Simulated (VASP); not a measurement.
Data:

```
CeCoCuSi2
1.0
   -1.99315     1.99315     4.78735
    1.99315    -1.99315     4.78735
    1.99315     1.99315    -4.78735
Ce Co Si Cu
1 1 2 1
Direct
  0.00000   0.00000   0.00000
  0.25000   0.75000   0.50000
  0.62586   0.62586   0.00000
  0.37414   0.37414   0.00000
  0.75000   0.25000   0.50000
```

Level of theory: PBEsol GGA, VASP's PBE PAW potentials (set 64) (plane waves; VASP). Run with 400 eV cut-off, Gaussian smearing of 0.050 eV, potentials Ce Co Si Cu.

Task: What does the run give for the band gap (along the path) with the smallest direct gap where there is one?

Result: 
The band gap (along the path) is none (metal, semimetal or under 0.01 eV).

Total energies compare only between runs with the same potentials, cut-off and functional.

The structure comes from a computed database's CeCoCuSi2 entry (I-4m2); how it stands against other phases isn't given here. It was relaxed first. The run is not spin-polarised, so no magnetic state was tried.
